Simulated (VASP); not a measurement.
Data:

```
CELL_PARAMETERS angstrom
      3.46068     0.00000     0.00000
      0.00000     3.46068     0.00000
      0.00000     0.00000     3.46068
ATOMIC_POSITIONS crystal
  Cs 0.00000 0.00000 0.00000
  Cl 0.50000 0.50000 0.50000
```

Calculation: LDA (Ceperley-Alder, Perdew-Zunger), VASP's LDA PAW potentials (set 64) (plane waves; VASP). Numerical set-up: 500 eV cut-off, 8×8×8 Γ-centred mesh, Gaussian smearing of 0.050 eV, potentials Cs_sv Cl.

Energy and stress use the plane-wave basis of the starting cell.

Q: The ions, cell shape and volume at an external pressure of 45.0 GPa are relaxed. Give the cell that the relaxation ends in.

A: 
```
CELL_PARAMETERS angstrom
      3.35973     0.00000     0.00000
      0.00000     3.35973     0.00000
      0.00000     0.00000     3.35973
ATOMIC_POSITIONS crystal
  Cs 0.00000 0.00000 0.00000
  Cl 0.50000 0.50000 0.50000
```
Space group Pm-3m (221), at a tolerance of 0.03 Å.

Q: How do energy and volume change from the first to the last step?

A: The energy (σ→0) changes by +406.9 meV/atom and the volume by -8.5 %, in 5 ionic steps.

```tsv
step	E(σ→0) (eV)	max force (eV/Å)	pressure (GPa)	volume (Å³)
1	-5.9812	0.000	29.91	41.45
2	-2.0388	0.000	104.29	30.81
3	-5.2445	0.000	43.69	38.20
4	-5.1862	0.000	44.80	37.99
5	-5.1673	0.000	45.13	37.92
```

The compound is CsCl in the CsCl type structure. This run relaxes it under an external pressure of 45 GPa. Symmetry was kept, so distortions that lower it aren't found.
